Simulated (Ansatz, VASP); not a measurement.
# Ge2P4W (WGe2P4 bilayer, AB) in two plane-wave programs, part 2 of 2

Aim: how closely do two programs agree when they are given the same cell, functional and k mesh? The structure shown is the start of the Ansatz relaxation below; VASP solves that cell, so the two are compared at the walk's first step.

VASP 6.6.1 and Ansatz 0.2.0.

So far: The structure; Ansatz: relaxation, PBE with D4.

**3. VASP: single point, PBE with D4, start cell**

Level of this step: PBE with D4; plane waves and PAW (P, Ge_d, W) (VASP).

The same cell, functional, mesh and smearing now go to VASP, with its own data sets.

Lines of VASP's logs that name or quote its potential files are left out, and so is its time.

INCAR

```
SYSTEM = Ge2P4W
PREC = Accurate
ENCUT = 520
EDIFF = 1E-06
NELM = 120
ISMEAR = -1
SIGMA = 0.05
LREAL = .FALSE.
ALGO = Normal
GGA = PE
IVDW = 13
NBANDS = 68
LASPH = .TRUE.
LORBIT = 11
LWAVE = .FALSE.
LCHARG = .FALSE.
ISIF = 2
LDIPOL = .TRUE.
IDIPOL = 3
DIPOL = 0.5 0.5 0.5
LVHAR = .TRUE.
GGA_COMPAT = .FALSE.
EFERMI = MIDGAP
NELMDL = -8
KPAR = 4
```

POSCAR

```
Ge2P4W
1.0
    3.5800000000      0.0000000000      0.0000000000
   -1.7900000000      3.1003710000      0.0000000000
    0.0000000000      0.0000000000     72.3964330000
P Ge W
8 4 2
Direct
    0.0000000000      0.0000000000      0.3570617906
    0.3333333333      0.6666666667      0.3978589525
    0.3333333333      0.6666666667      0.4371022948
    0.0000000000      0.0000000000      0.4778994567
    0.3333333333      0.6666666667      0.5221005295
    0.6666666667      0.3333333333      0.5628977052
    0.6666666667      0.3333333333      0.6021410337
    0.3333333333      0.6666666667      0.6429382094
    0.3333333333      0.6666666667      0.3674707150
    0.3333333333      0.6666666667      0.4674905323
    0.6666666667      0.3333333333      0.5325094677
    0.6666666667      0.3333333333      0.6325292712
    0.0000000000      0.0000000000      0.4174806237
    0.3333333333      0.6666666667      0.5825193625
```

KPOINTS

```
Automatic mesh
0
Gamma
12 12 1
0 0 0
```

Potentials, in the order of the species: P, Ge_d and W (PBE family, release 64).

Run with:

```console
> mpirun -np 4 vasp_std
```

Numbers of over 12 decimals in the logs are rounded to 6 here.

The log of the run:

```text
[banner, memory and clock lines left out]
running    4 mpi-ranks, on    1 nodes
 distrk:  each k-point on    1 cores,    4 groups
 distr:  one band on    1 cores,    1 groups

 POSCAR found type information on POSCAR P GeW
 POSCAR found :  3 types and      14 ions
 LDA part: xc-table for (Slater+PW92), standard interpolation
|                                                                             |
|           W    W    AA    RRRRR   N    N  II  N    N   GGGG   !!!           |
|           W    W   A  A   R    R  NN   N  II  NN   N  G    G  !!!           |
|           W    W  A    A  R    R  N N  N  II  N N  N  G       !!!           |
|           W WW W  AAAAAA  RRRRR   N  N N  II  N  N N  G  GGG   !            |
|           WW  WW  A    A  R   R   N   NN  II  N   NN  G    G                |
|           W    W  A    A  R    R  N    N  II  N    N   GGGG   !!!           |
|                                                                             |
|     One of the lattice vectors is very long (>50 A), but AMIN is rather     |
|     large. This can spoil convergence since charge sloshing might occur     |
|     along the long lattice vector. If problems with convergence are         |
|     observed, try to decrease AMIN to a smaller value (e.g. 0.01).          |
|     Note: This warning only applies if the self-consistency cycle is        |
|     used.                                                                   |
|                                                                             |

 POSCAR, INCAR and KPOINTS ok, starting setup
 FFT: planning ... GRIDC
 FFT: planning ... GRID_SOFT
 FFT: planning ... GRID
 WAVECAR not read
 entering main loop
       N       E                     dE             d eps       ncg     rms          rms(c)
DAV:   1     0.108605825819E+04    0.10861E+04   -0.45049E+04  3060   0.179E+03
DAV:   2     0.835203288733E+02   -0.10025E+04   -0.96975E+03  3276   0.442E+02
DAV:   3    -0.794246779303E+02   -0.16295E+03   -0.15901E+03  3560   0.176E+02
DAV:   4    -0.896929977202E+02   -0.10268E+02   -0.10121E+02  3068   0.523E+01
DAV:   5    -0.902156612697E+02   -0.52266E+00   -0.52066E+00  4024   0.103E+01
DAV:   6    -0.902265687993E+02   -0.10908E-01   -0.10900E-01  3696   0.139E+00
DAV:   7    -0.902269954061E+02   -0.42661E-03   -0.42651E-03  4088   0.261E-01
DAV:   8    -0.902270129352E+02   -0.17529E-04   -0.17527E-04  3736   0.484E-02    0.320E+01
DAV:   9    -0.867552258207E+02    0.34718E+01   -0.13569E+01  3308   0.111E+01    0.124E+01
DAV:  10    -0.862636629983E+02    0.49156E+00   -0.38668E+00  3384   0.824E+00    0.835E+00
DAV:  11    -0.859896428338E+02    0.27402E+00   -0.97133E-01  3264   0.433E+00    0.108E+00
DAV:  12    -0.859975300747E+02   -0.78872E-02   -0.17729E-01  3440   0.205E+00    0.733E-01
DAV:  13    -0.859963968118E+02    0.11333E-02   -0.29325E-02  3384   0.780E-01    0.429E-01
DAV:  14    -0.859977256045E+02   -0.13288E-02   -0.17513E-02  3384   0.391E-01    0.254E-01
[...]
DAV:  22    -0.859974619534E+02   -0.30062E-04   -0.15645E-06  2012   0.389E-03    0.175E-03
DAV:  23    -0.859974731859E+02   -0.11233E-04   -0.33523E-07  1812   0.221E-03    0.175E-03
DAV:  24    -0.859974921281E+02   -0.18942E-04   -0.12879E-06  1944   0.244E-03    0.192E-03
DAV:  25    -0.859975007324E+02   -0.86043E-05   -0.42134E-07  1924   0.159E-03    0.829E-04
DAV:  26    -0.859975035370E+02   -0.28046E-05   -0.13305E-07  1704   0.137E-03    0.695E-04
DAV:  27    -0.859975061954E+02   -0.26584E-05   -0.90954E-08  1680   0.920E-04    0.382E-04
DAV:  28    -0.859975079693E+02   -0.17739E-05   -0.53705E-08  1580   0.665E-04    0.242E-04
DAV:  29    -0.859975085963E+02   -0.62704E-06   -0.16883E-08  1444   0.549E-04
   1 F= -.91588740E+02 E0= -.91586858E+02  d E =-.376448E-02
```

OUTCAR, selected parts (step 3):

```text
ion  position               nearest neighbor table
   1  0.000  0.000  0.357-   9 2.20   9 2.20   9 2.20
   2  0.333  0.667  0.398-   9 2.20  13 2.51  13 2.51  13 2.51   3 2.84
   3  0.333  0.667  0.437-  10 2.20  13 2.51  13 2.51  13 2.51   2 2.84
   4  0.000  0.000  0.478-  10 2.20  10 2.20  10 2.20
   5  0.333  0.667  0.522-  11 2.20  11 2.20  11 2.20
   6  0.667  0.333  0.563-  11 2.20  14 2.51  14 2.51  14 2.51   7 2.84
   7  0.667  0.333  0.602-  12 2.20  14 2.51  14 2.51  14 2.51   6 2.84
   8  0.333  0.667  0.643-  12 2.20  12 2.20  12 2.20
   9  0.333  0.667  0.367-   1 2.20   1 2.20   1 2.20   2 2.20
  10  0.333  0.667  0.467-   4 2.20   4 2.20   4 2.20   3 2.20
  11  0.667  0.333  0.533-   6 2.20   5 2.20   5 2.20   5 2.20
  12  0.667  0.333  0.633-   7 2.20   8 2.20   8 2.20   8 2.20
  13  0.000  0.000  0.417-   3 2.51   3 2.51   2 2.51   2 2.51   3 2.51   2 2.51
  14  0.333  0.667  0.583-   6 2.51   6 2.51   6 2.51   7 2.51   7 2.51   7 2.51

  LATTYP: Found a hexagonal cell.
 ALAT       =     3.5800000000
 C/A-ratio  =    20.2224673184

 Subroutine GETGRP returns: Found  6 space group operations
 (whereof  6 operations were pure point group operations)

The static configuration has the point symmetry C_3v.

 Found     19 irreducible k-points:

   k-points           NKPTS =     19   k-points in BZ     NKDIM =     19   number of bands    NBANDS=     68

   dimension x,y,z NGX =    28 NGY =   28 NGZ =  540
   dimension x,y,z NGXF=    56 NGYF=   56 NGZF= 1080

   ENCUT  =  520.0 eV  38.22 Ry    6.18 a.u.   6.66  6.66134.61*2*pi/ulx,y,z

   NELECT =     108.0000    total number of electrons

 k-points in reciprocal lattice and weights: Automatic mesh
   0.00000000  0.00000000  0.00000000       0.007
   0.08333333  0.00000000  0.00000000       0.042
   0.16666667 -0.00000000  0.00000000       0.042
   0.25000000 -0.00000000  0.00000000       0.042
   0.33333333 -0.00000000  0.00000000       0.042
   0.41666667 -0.00000000  0.00000000       0.042
   0.50000000 -0.00000000  0.00000000       0.021
   0.08333333  0.08333333  0.00000000       0.042
   0.16666667  0.08333333  0.00000000       0.083
[...]
0.33333333  0.25000000  0.00000000       0.083
   0.33333333  0.33333333  0.00000000       0.014

 dipolmoment           0.000000      0.000000      0.001828 electrons x Angstroem

 average (electrostatic) potential at core
       1 -90.3011       2 -89.7308       3 -89.7381       4 -90.3388       5 -90.2963
       6 -89.7018       7 -89.6984       8 -90.2718       9 -81.4226      10 -81.4313
      11 -81.3848      12 -81.3937      13 -47.0679      14 -47.0330

 E-fermi :  -1.0490

 k-point     1 :       0.0000    0.0000    0.0000
  band No.  band energies     occupation
    ...
     50      -2.6486      2.00000
     51      -2.2764      2.00000
     52      -1.7369      2.00000
     53      -1.5682      1.99994
     54      -1.1390      1.71668
     55      -0.1412      0.00000
     56      -0.0678      0.00000
     57       0.0727      0.00000
     58       0.1391      0.00000
     59       0.6637      0.00000
    ...

 k-point     2 :       0.0833    0.0000    0.0000
  band No.  band energies     occupation
    ...
     50      -2.7660      2.00000
     51      -2.1314      2.00000
     52      -1.6804      1.99999
     53      -1.4705      1.99956
     54      -1.1656      1.82302
     55       0.2214      0.00000
     56       0.2792      0.00000
     57       0.3205      0.00000
     58       0.3702      0.00000
     59       0.8267      0.00000
    ...

 k-point     3 :       0.1667   -0.0000    0.0000
  band No.  band energies     occupation
    ...
     50      -3.0447      2.00000
     51      -2.2422      2.00000
     52      -1.8913      2.00000
     53      -1.6851      1.99999
     54      -1.5797      1.99995
     55       0.0551      0.00000
     56       0.0915      0.00000
     57       0.1221      0.00000
     58       0.1915      0.00000
     59       1.1494      0.00000
    ...

  DFT-D4 for vdW energy calculation

  Edisp (eV):   -5.59123

  Total       1.60583     1.60583    20.23263     0.00000     0.00000     0.00000
  in kB       3.20181     3.20181    40.34122     0.00000     0.00000     0.00000
  external pressure =       15.58 kB  Pullay stress =        0.00 kB

  energy-cutoff  :      520.00
  volume of cell :      803.55
      direct lattice vectors                 reciprocal lattice vectors
     3.580000000  0.000000000  0.000000000     0.279329609  0.161271022  0.000000000
    -1.790000000  3.100371000  0.000000000     0.000000000  0.322542044  0.000000000
     0.000000000  0.000000000 72.396433000     0.000000000  0.000000000  0.013812835

 POSITION                                       TOTAL-FORCE (eV/Angst)
 -----------------------------------------------------------------------------------
      0.00000      0.00000     25.85000        -0.000000      0.000000     -3.076382
     -0.00000      2.06691     28.80357         0.000000     -0.000000      2.626713
     -0.00000      2.06691     31.64465         0.000000     -0.000000     -2.615053
      0.00000      0.00000     34.59822        -0.000000      0.000000      3.080915
     -0.00000      2.06691     37.79822        -0.000000      0.000000     -3.076250
      1.79000      1.03346     40.75179         0.000000     -0.000000      2.627402
      1.79000      1.03346     43.59286         0.000000     -0.000000     -2.632528
     -0.00000      2.06691     46.54643        -0.000000      0.000000      3.079846
     -0.00000      2.06691     26.60357        -0.000000      0.000000      1.235760
     -0.00000      2.06691     33.84465         0.000000      0.000000     -1.178225
      1.79000      1.03346     38.55179        -0.000000      0.000000      1.166934
      1.79000      1.03346     45.79286         0.000000     -0.000000     -1.240048
      0.00000      0.00000     30.22411        -0.000000     -0.000000      0.009703
     -0.00000      2.06691     42.17232         0.000000      0.000000     -0.008787
 -----------------------------------------------------------------------------------
    total drift:                               -0.000001     -0.000006     -0.000073

  FREE ENERGIE OF THE ION-ELECTRON SYSTEM (eV)
  ---------------------------------------------------
  free  energy   TOTEN  =       -91.5887398163 eV

  energy  without entropy=      -91.5849753348  energy(sigma->0) =      -91.58685758

 vacuum level on the upper side and lower side of the slab         3.735         3.705

 total charge
# of ion       s       p       d       tot
------------------------------------------
    1        1.042   1.563   0.000   2.606
    2        1.023   1.507   0.000   2.529
    3        1.023   1.506   0.000   2.529
    4        1.044   1.560   0.000   2.604
    5        1.045   1.559   0.000   2.604
    6        1.023   1.506   0.000   2.529
    7        1.023   1.507   0.000   2.529
    8        1.042   1.564   0.000   2.606
    9        1.103   1.442  10.147  12.692
   10        1.103   1.441  10.147  12.692
   11        1.104   1.444  10.146  12.694
   12        1.103   1.442  10.147  12.692
   13        0.538   0.567   4.115   5.220
   14        0.538   0.567   4.116   5.220
--------------------------------------------------
tot         13.753  19.174  48.818  81.746

[... 3 further parts left out ...]
```

The data set W keeps the semicore shell frozen, which is cheaper and a little less accurate.

**4. Side by side**

Known differences besides the potentials themselves: Ansatz cuts the interaction across the vacuum, VASP repeats the sheet with a dipole correction; the data sets hold 124 valence electrons in Ansatz (on its default PAW (the set named soft_2) files) and 108 in VASP; the cutoff is 420 eV in Ansatz and 520 eV in VASP. Total energies have different zeros and are not compared.

Forces on 8 of the 14 atoms, those with the largest forces and the largest differences (eV/Å; atoms numbered as in POSCAR):

| atom | Ansatz x, y, z | VASP x, y, z |
| --- | --- | --- |
| P1 | 0.000, 0.000, -3.094 | 0.000, 0.000, -3.076 |
| P2 | 0.000, 0.000, 2.607 | 0.000, 0.000, 2.627 |
| P3 | 0.000, 0.000, -2.593 | 0.000, 0.000, -2.615 |
| P4 | 0.000, 0.000, 3.104 | 0.000, 0.000, 3.081 |
| P5 | 0.000, 0.000, -3.099 | 0.000, 0.000, -3.076 |
| P6 | 0.000, 0.000, 2.605 | 0.000, 0.000, 2.627 |
| P7 | 0.000, 0.000, -2.613 | 0.000, 0.000, -2.633 |
| P8 | 0.000, 0.000, 3.098 | 0.000, 0.000, 3.080 |

The forces differ by 10 meV/Å r.m.s., which is 0.8 % of the r.m.s. force of 1.303 eV/Å (both taken over all components). With vacuum in the cell, a pressure given here is an average over mostly empty space and none of the material.

**5. Outcome**

```json
{
 "r.m.s. force difference (single point, PBE with D4, start cell)": "0.80 % of the r.m.s. force"
}
```

The r.m.s. force difference is 0.80 % of the r.m.s. force (single point, PBE with D4, start cell), within the 3 % picked in this series as the mark of a large difference. The data sets hold unlike numbers of valence electrons (124 in Ansatz and 108 in VASP), so part of the differences comes from the potentials. 1 further run of this series is not shown here. How closely two codes agree says nothing of how well the functional describes the real material.

[Lines on the potential files, build, host, timing and source positions are cut from VASP's logs without a mark.]

[Logs are printed without paths, hosts, clocks, repeated set-up lines and the standing remarks that a program may print on its own settings, such as how far it seeks lower states.]

[Hosts, paths, dates, database ids (printed as entryN), source tags and the programs' standing remarks are cut or masked in the printed files.]
